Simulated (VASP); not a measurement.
Method: LDA (Ceperley-Alder, Perdew-Zunger), VASP's LDA PAW potentials (set 64) (plane waves; VASP).

VASP ran on this input.

File POSCAR:
```
Tl2Pd
1
    4.3553880000    -3.3312820000     0.0000000000
    4.3553880000     3.3312820000     0.0000000000
   -3.6762270000     0.0000000000     4.3574270000
Tl Pd
4 2
Direct
  0.4999900000   0.8321700000   0.1664400000
  0.5000100000   0.1678300000   0.8335600000
  0.1678300000   0.5000100000   0.3335600000
  0.8321700000   0.4999900000   0.6664400000
  0.0008000000   0.9992000000   0.2500000000
  0.9992000000   0.0008000000   0.7500000000
```

INCAR:
```
# general
SYSTEM =Tl2Pd
PREC   =Accurate
ENCUT  =300
LREAL  =F
LASPH  =T

# electronic loop
EDIFF  =1E-6
NELM   =100
ALGO   =Normal
LMAXMIX=4

# smearing
ISMEAR =0
SIGMA  =0.136

# ions
ISIF   =2

# output
LWAVE  =F
LCHARG =F
```

**KPOINTS**
```
Automatic mesh
0
G
3 3 4
0 0 0
```

POTCAR, in this order: Tl_d Pd (LDA.64 set). Program: vasp_std.

The resulting files:

### OSZICAR
```
       N       E                     dE             d eps       ncg     rms          rms(c)
DAV:   1     0.330051718142E+03    0.33005E+03   -0.28704E+04  1212   0.107E+03
DAV:   2    -0.162007499812E+02   -0.34625E+03   -0.33849E+03  1265   0.288E+02
DAV:   3    -0.266163229090E+02   -0.10416E+02   -0.10305E+02  1350   0.466E+01
DAV:   4    -0.267004506515E+02   -0.84128E-01   -0.84065E-01  1295   0.424E+00
DAV:   5    -0.267016081793E+02   -0.11575E-02   -0.11575E-02  1284   0.524E-01    0.127E+01
DAV:   6    -0.261408559754E+02    0.56075E+00   -0.85039E-01  1289   0.552E+00    0.821E+00
DAV:   7    -0.260193663485E+02    0.12149E+00   -0.57992E-01  1296   0.433E+00    0.190E+00
DAV:   8    -0.260095434650E+02    0.98229E-02   -0.86856E-02  1282   0.163E+00    0.811E-01
DAV:   9    -0.260052403244E+02    0.43031E-02   -0.15593E-02  1276   0.839E-01    0.802E-02
DAV:  10    -0.260052347770E+02    0.55474E-05   -0.59795E-04  1252   0.121E-01    0.343E-02
DAV:  11    -0.260052281789E+02    0.65981E-05   -0.36567E-05  1337   0.339E-02    0.669E-03
DAV:  12    -0.260052278496E+02    0.32929E-06   -0.27380E-06   926   0.112E-02
   1 F= -.26005228E+02 E0= -.25995610E+02  d E =-.192352E-01
```

OUTCAR:
```
------------------------ aborting loop because EDIFF is reached ----------------------------------------
  FORCE on cell =-STRESS in cart. coord.  units (eV):
  Direction    XX          YY          ZZ          XY          YZ          ZX
  --------------------------------------------------------------------------------------
  Total       -1.6774345     -0.2571753     -0.9607452      0.0000000      0.0000000      1.1421873
  in kB      -21.2548377     -3.2586776    -12.1736400      0.0000000      0.0000000     14.4726994
  external PRESSURE =     -12.2290518 kB  Pullay stress =       0.0000000 kB
  volume of cell :      126.44
      direct lattice vectors                 reciprocal lattice vectors
     4.355388000 -3.331282000  0.000000000     0.114800335 -0.150092367  0.096853508
     4.355388000  3.331282000  0.000000000     0.114800335  0.150092367  0.096853508
    -3.676227000  0.000000000  4.357427000     0.000000000  0.000000000  0.229493231
 POSITION                                       TOTAL-FORCE (eV/Angst)
 -----------------------------------------------------------------------------------
      5.19020      1.10659      0.72525         0.035828      0.002026     -0.041128
     -0.15565     -1.10659      3.63218        -0.035828     -0.002026      0.041128
      1.68246      1.10659      1.45346        -0.035828      0.002026      0.041128
      3.35209     -1.10659      2.90396         0.035828     -0.002026     -0.041128
      3.43633      3.32595      1.08936         0.000000      0.023233      0.000000
      1.59822     -3.32595      3.26807         0.000000     -0.023233     -0.000000
 -----------------------------------------------------------------------------------
    total drift:                                0.000000     -0.000000     -0.000000
  FREE ENERGIE OF THE ION-ELECTRON SYSTEM (eV)
  ---------------------------------------------------
  free  energy   TOTEN  =       -26.0052278496 eV

  energy  without entropy=      -25.9859926218  energy(sigma->0) =      -25.99561024
```
(Selected blocks of OUTCAR.)

At this cut-off the stress carries a Pulay error, which pulls relaxed volumes low.

The structure comes from a computed database's Tl2Pd entry; how it stands against other phases isn't given here. The cell was not relaxed at this level, and its volume differs by -5.9 % from the start's. The k-mesh is coarse (spacing up to 0.44 per Å, 2π included), so the numbers may not be converged in it.
